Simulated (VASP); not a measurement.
Method: r2SCAN meta-GGA, VASP's PBE PAW potentials (set 64) (plane waves; VASP).

VASP ran on this input.

File KPOINTS:
```
Automatic mesh
0
Gamma
13 13 8
0 0 0
```

File KPOINTS_OPT:
```
k-points along high-symmetry lines
6
Line-mode
Reciprocal
  0.000000   0.000000   0.000000 ! GAMMA
  0.000000   0.500000   0.000000 ! M

  0.000000   0.500000   0.000000 ! M
 -0.333333   0.666667   0.000000 ! K

 -0.333333   0.666667   0.000000 ! K
  0.000000   0.000000   0.000000 ! GAMMA

  0.000000   0.000000   0.000000 ! GAMMA
  0.000000   0.000000   0.500000 ! A

  0.000000   0.000000   0.500000 ! A
  0.000000   0.500000   0.500000 ! L

  0.000000   0.500000   0.500000 ! L
 -0.333333   0.666667   0.500000 ! H

 -0.333333   0.666667   0.500000 ! H
  0.000000   0.000000   0.500000 ! A

  0.000000   0.500000   0.500000 ! L
  0.000000   0.500000   0.000000 ! M

 -0.333333   0.666667   0.500000 ! H
 -0.333333   0.666667   0.000000 ! K
```

**POSCAR**
```
Tb
1
    1.8358360714    -3.1797608693    -0.0000000000
    1.8358360714     3.1797608693    -0.0000000000
    0.0000000000     0.0000000000     5.6045955640
Tb
2
Direct
  0.3333330000   0.6666670000   0.2500000000
  0.6666670000   0.3333330000   0.7500000000
```

**INCAR**
```
ALGO = Normal
EDIFF = 1E-7
ENCUT = 520
ISIF = 2
ISMEAR = -5
LASPH = T
LCHARG = F
LMAXMIX = 6
LMIXTAU = T
LORBIT = 11
LREAL = F
LWAVE = F
METAGGA = R2SCAN
NEDOS = 601
NELM = 100
PREC = Accurate
SYSTEM = Tb
```

POTCAR, in this order: Tb_3 (PBE.64 set). Program: vasp_std.

Question: What will the output report for the number of irreducible k-points (NKPTS), largest plane-wave count, number of space-group operations, FFT grid (NGX, NGY, NGZ)?

Answer: 
```
Quantity                                      Result
--------------------------------------  ------------
number of irreducible k-points (NKPTS)           105
largest plane-wave count                        1775
number of space-group operations                  24
FFT grid (NGX, NGY, NGZ)                28 × 28 × 42
```

The compound is Tb in the hcp structure. It was relaxed first. The 4f electrons are frozen in the core of the lanthanide potential, so 4f levels, which can set the real gap, and their magnetism are missing.
